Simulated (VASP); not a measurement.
Crystal: SnTeS4.

```
Sn Te S
1.0
     5.67628    0.00000    0.00000
     0.00000    5.67628    0.00000
     0.00000    0.00000    5.00086
Sn Te S
1 1 4
Direct
  0.00000 0.00000 0.00000
  0.50000 0.50000 0.50000
  0.66040 0.66040 0.00000
  0.33960 0.33960 0.00000
  0.33960 0.66040 0.00000
  0.66040 0.33960 0.00000
```

The cell was built by a generator and needn't be a form met in nature.

| Property | Result |
| --- | --- |
| Program | VASP 6.6.1 |
| Task | relaxation of cell and atoms |
| Functional | PBE |
| Potentials or basis | VASP PAW PBE potentials, release 64 (Sn_d, Te, S) |
| Cutoff | 520 eV |
| k mesh | 3 × 3 × 3 |
| Occupations | gaussian, width 0.15 eV |
| Spin | no spin polarisation |

At the start: pressure 29.5 GPa; volume 26.85 Å³/atom.

Q: Where does the relaxation end?

A: Over 22 steps the energy falls by 1535.5 meV/atom and the volume is 27.52 Å³/atom (+2.5 %); space group P4/mmm (No. 123, to 0.05 Å).

The path:
```csv
step,energy change (eV),largest force (eV/Å),pressure (GPa),volume (Å³)
1,0.0000,13.0602,29.54,161.13
2,-4.8417,0.4353,-5.81,304.31
3,-5.5360,0.1689,-6.16,284.62
4,-6.2189,0.0266,-6.10,267.10
5,-7.9585,0.1956,-1.99,209.90
6,-7.9544,0.4494,-0.77,203.69
7,-7.9673,0.3090,-1.58,207.08
8,-7.9664,0.3523,-1.24,206.09
9,-8.1651,0.3002,-1.01,198.93
10,-8.5176,0.2805,0.67,183.73
11,-8.3767,1.3437,8.02,153.34
12,-8.6082,0.6360,3.78,167.84
13,-8.6907,0.6231,3.22,167.72
14,-8.9383,0.6943,1.61,166.88
15,-8.9380,0.1272,-0.39,162.92
16,-9.1410,0.4910,0.25,165.48
17,-9.1437,0.3655,-0.08,164.87
18,-9.1479,0.4175,0.01,165.12
19,-9.1676,0.3548,-0.11,165.13
20,-9.2060,0.1372,-0.38,165.14
21,-9.1862,0.2483,-0.34,165.12
22,-9.2132,0.0024,-0.42,165.14
```

Final structure:
```xyz
6
Lattice="6.6236 0.0000 0.0000 0.0000 6.6236 0.0000 0.0000 0.0000 3.7641" Properties=species:S:1:pos:R:3 pbc="T T T"
Sn    0.0000    0.0000    0.0000
Te    3.3118    3.3118    1.8820
S     4.8083    4.8083    0.0000
S     1.8154    1.8154    0.0000
S     1.8154    4.8083    0.0000
S     4.8083    1.8154    0.0000
```

Caveat: the k mesh is coarse (spacing up to 0.42 Å⁻¹), so the values aren't converged.
